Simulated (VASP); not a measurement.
Energy against volume of W (bcc). Computed with PBEsol GGA, VASP's PBE PAW potentials (set 64) (plane waves; VASP 6.6.1). Numerical set-up: 520 eV cut-off, 16×16×16 Γ-centred mesh, first-order Methfessel-Paxton smearing of 0.10 eV, potentials W_sv.

| V (Å³/atom) | E (eV/atom) |
|---|---|
| 15.264 | -13.79439 |
| 15.736 | -13.80791 |
| 16.208 | -13.79255 |
| 16.680 | -13.75301 |

Fit these four points and predict the energy of the run at 14.792 Å³/atom.

A cubic in V^(−2/3), the third-order Birch-Murnaghan form, passes through the four points with V0 = 15.71 Å³/atom and B0 = 329 GPa, and gives -13.7463 eV/atom there. The run gave -13.7472 eV/atom, -0.9 meV/atom from the fit; all five points give B0 = 326 GPa.

The compound is W in the bcc structure. It was relaxed first.
